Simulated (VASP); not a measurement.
Given:

```yaml
crystal:
  lattice:
    - [5.25026, 0.00000, 0.00000]
    - [-2.62513, 4.54685, 0.00000]
    - [0.00000, 0.00000, 4.61215]
  atoms:
    - { symbol: Bi, position: [0.33333, 0.66667, 0.75000] }
    - { symbol: Bi, position: [0.66667, 0.33333, 0.25000] }
    - { symbol: Fe, position: [0.00000, 0.00000, 0.00000], spin: 0.5 }
    - { symbol: Fe, position: [0.00000, 0.00000, 0.50000], spin: 0.5 }
    - { symbol: O, position: [0.16471, 0.32943, 0.25000] }
    - { symbol: O, position: [0.67057, 0.83529, 0.25000] }
    - { symbol: O, position: [0.16471, 0.83529, 0.25000] }
    - { symbol: O, position: [0.83529, 0.67057, 0.75000] }
    - { symbol: O, position: [0.32943, 0.16471, 0.75000] }
    - { symbol: O, position: [0.83529, 0.16471, 0.75000] }
```

Level of theory: PBEsol GGA, VASP's PBE PAW potentials (set 64) (plane waves; VASP). Run with 520 eV cut-off, 8×8×8 Γ-centred mesh, tetrahedra with Blöchl corrections, potentials Bi_d Fe O.

The cores are frozen, which limits the accuracy of field gradients. The moments were started parallel, and other spin orders were not tried in this run.

Q: Give the principal components of the electric field gradient (V/Å²) and the asymmetry η at each nucleus.

A: 
```csv
atom,Vxx,Vyy,Vzz,η
Bi1,-89.9,-89.9,179.9,0.00
Bi2,-89.9,-89.9,179.9,0.00
Fe3,-8.7,-8.7,17.5,0.00
Fe4,-8.7,-8.7,17.5,0.00
O5,19.3,5.7,-25.0,0.55
O6,19.3,5.7,-25.0,0.55
O7,19.3,5.7,-25.0,0.55
O8,19.3,5.7,-25.0,0.55
O9,19.3,5.7,-25.0,0.55
O10,19.3,5.7,-25.0,0.55
```

The structure was generated: FeBiO3 was put into the 2H-BaNiO3 type (P6_3/mmc), which need not be its known phase. It was relaxed first, which changed the volume by -15 %.
